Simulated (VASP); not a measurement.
## Hf3SnS4: relaxation of cell and atoms with PBE

The system is Hf3SnS4.

```xyz
8
Lattice="3.6089 0.0000 0.0000 -1.8044 3.1254 0.0000 0.0000 0.0000 17.7597" Properties=species:S:1:pos:R:3 pbc="T T T"
Hf    0.0000    0.0000    0.0000
Hf    1.8044    1.0418   11.1003
Hf    0.0000    2.0836    6.6595
Sn    0.0000    0.0000    8.8799
S     1.8044    1.0418   16.2976
S     0.0000    2.0836    1.4622
S     0.0000    2.0836   12.4782
S     1.8044    1.0418    5.2815
```

The cell was built by a generator and needn't be a form met in nature.

```json
{"Program": "VASP 6.6.1", "Task": "relaxation of cell and atoms", "Functional": "PBE", "Potentials or basis": "VASP PAW PBE potentials, release 64 (Hf_pv, Sn_d, S)", "Cutoff": "520 eV", "k mesh": "10 × 10 × 2", "Occupations": "gaussian, width 0.1 eV", "Spin": "no spin polarisation", "Further INCAR settings": "ALGO = Normal; EDIFF = 1e-07; IBRION = 2; POTIM = 0.3; EDIFFG = -0.005; NSW = 60; ISIF = 3"}
```

The energy gained by relaxing is 0.0 meV/atom, the ionic steps are 7 and the pressure after relaxing is 0.0 GPa. The largest force after relaxing is 0.005 eV/Å and the band gap on the k mesh is none (metal or under the smearing width).

Forces in eV/Å, atoms in the order of the input:
```
Hf   0.000  0.000  0.000
Hf   0.000  0.000  0.001
Hf   0.000  0.000 -0.001
Sn   0.000  0.000  0.000
S    0.000  0.000 -0.005
S    0.000  0.000  0.005
S    0.000  0.000 -0.004
S    0.000  0.000  0.004
```

Final structure:
```
Hf Sn S
1.0
     3.61056    0.00000    0.00000
    -1.80528    3.12684    0.00000
     0.00000    0.00000   17.74267
Hf Sn S
3 1 4
Direct
  0.00000 0.00000 0.00000
  0.66667 0.33333 0.62496
  0.33333 0.66667 0.37504
  0.00000 0.00000 0.50000
  0.66667 0.33333 0.91764
  0.33333 0.66667 0.08236
  0.33333 0.66667 0.70258
  0.66667 0.33333 0.29742
```

Levels at points of the mesh, in eV from the Fermi level:
| k point | band 32 | band 33 | band 34 | band 35 | band 36 | band 37 |
| --- | --- | --- | --- | --- | --- | --- |
| (0.00, 0.00, 0.00) | -1.16 | 0.93 | 0.93 | 0.98 | 0.98 | 1.02 |
| (0.50, 0.00, 0.00) | -2.30 | -2.20 | -0.33 | -0.09 | 0.04 | 0.45 |
| (0.00, 0.00, 0.50) | -1.16 | 0.93 | 0.93 | 0.98 | 0.98 | 1.07 |
| (0.50, 0.00, 0.50) | -2.30 | -2.20 | -0.33 | -0.09 | 0.04 | 0.45 |

It took 3.8 min on 4 MPI ranks on Intel(R) Xeon(R) Platinum 8488C (Sapphire Rapids) (shared host), peak memory 0.47 GiB a rank.

Caveat: this functional lacks dispersion, which binds the layers, so the pressure and a relaxed spacing across them are unreliable. Spin-orbit coupling is left out, which matters for the levels of Hf.
